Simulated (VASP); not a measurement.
**BAs (relaxed from the rock salt structure, space group Fm-3m): computed properties**

Method: PBEsol GGA, VASP's PBE PAW potentials (set 64) (plane waves; VASP 6.6.1).

```yaml
space_group: Fm-3m (225)
cell: a = b = c = 4.574 Å, α = β = γ = 90.00°
volume_per_atom: 11.96 Å^3/atom
band gap (over mesh and band path): none (metal, semimetal or under 0.01 eV)
density: 5.95 g/cm³
```

Space group Fm-3m (No. 225); a = 4.5738 Å, b = 4.5738 Å, c = 4.5738 Å, α = 90.00°, β = 90.00°, γ = 90.00°

| atom | site | symmetry | x | y | z |
|---|---|---|---|---|---|
| B | 4a | m-3m | 0.0000 | 0.0000 | 0.0000 |
| As | 4b | m-3m | 0.5000 | 0.5000 | 0.5000 |
(The calculation used a cell of 2 atoms; values per cell refer to that cell.)

The structure was generated: BAs was put into the rock salt type (Fm-3m), which need not be its known phase. It was relaxed first, which changed the volume by +13 %. Symmetry was kept, so distortions that lower it aren't found.
